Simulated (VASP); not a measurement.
Ga2Ge2Se3:

```xyz
7
Lattice="2.8544 1.6480 4.8909 -2.8544 1.6480 4.8909 0.0000 -3.2960 4.8909" Properties=species:S:1:pos:R:3 pbc="T T T"
Ga    0.0000    0.0000    0.0000
Ga    0.0000    0.0000    7.3364
Ge    0.0000    0.0000   10.5791
Ge    0.0000    0.0000    4.0937
Se    0.0000   -1.6480    2.4455
Se   -1.4272    0.8240    2.4455
Se    1.4272    0.8240    2.4455
```

The cell was built by a generator and needn't be a form met in nature.

- Program: VASP 6.6.1
- Task: relaxation of cell and atoms
- Functional: PBE
- Potentials or basis: VASP PAW PBE potentials, release 64 (Ga_d, Ge_d, Se)
- Cutoff: 520 eV
- k mesh: 3 × 3 × 3
- Occupations: gaussian, width 0.15 eV
- Spin: no spin polarisation

At the start: pressure 22.2 GPa; volume 19.72 Å³/atom.

Q: How do energy, volume and symmetry change on relaxing?

A: Over 22 steps the energy falls by 440.4 meV/atom and the volume is 22.44 Å³/atom (+13.8 %); space group R-3m (No. 166, to 0.05 Å).

Step by step:
| step | energy change (eV) | largest force (eV/Å) | pressure (GPa) | volume (Å³) |
| --- | --- | --- | --- | --- |
| 1 | 0.0000 | 5.6192 | 22.24 | 138.04 |
| 2 | -2.2608 | 0.8954 | -5.33 | 200.25 |
| 3 | -2.8768 | 0.3426 | -0.41 | 174.69 |
| 4 | -2.8769 | 0.3985 | -0.12 | 173.90 |
| 5 | -2.8993 | 0.3773 | -0.50 | 172.76 |
| 6 | -2.9534 | 0.4654 | 0.26 | 169.32 |
| 7 | -2.9876 | 0.5984 | 1.23 | 162.28 |
| 8 | -3.0060 | 0.4831 | 0.53 | 162.57 |
| 9 | -3.0364 | 0.1528 | 0.40 | 163.44 |
| 10 | -3.0380 | 0.0518 | -0.48 | 163.71 |
| 11 | -3.0379 | 0.1596 | -0.37 | 163.61 |
| 12 | -3.0380 | 0.0712 | -0.61 | 163.66 |
| 13 | -3.0423 | 0.0729 | 0.00 | 162.84 |
| 14 | -3.0436 | 0.0801 | 0.08 | 162.58 |
| 15 | -3.0459 | 0.0647 | -0.03 | 162.06 |
| 16 | -3.0500 | 0.0347 | 0.20 | 161.03 |
| 17 | -3.0597 | 0.0083 | 0.03 | 160.73 |
| 18 | -3.0785 | 0.1512 | -0.61 | 159.82 |
| 19 | -3.0821 | 0.1512 | -0.52 | 157.84 |
| 20 | -3.0801 | 0.1410 | 0.53 | 157.04 |
| 21 | -3.0819 | 0.0925 | -0.29 | 157.69 |
| 22 | -3.0828 | 0.0470 | 0.33 | 157.09 |

Final structure:
```xyz
7
Lattice="3.0466 1.7590 4.8857 -3.0466 1.7590 4.8857 0.0000 -3.5179 4.8857" Properties=species:S:1:pos:R:3 pbc="T T T"
Ga    0.0000    0.0000    0.0000
Ga    0.0000    0.0000    7.3285
Ge    0.0000    0.0000   10.0968
Ge    0.0000    0.0000    4.5601
Se    0.0000   -1.7590    2.4428
Se   -1.5233    0.8795    2.4428
Se    1.5233    0.8795    2.4428
```

Caveat: the k mesh is coarse (spacing up to 0.45 Å⁻¹), so the values aren't converged.
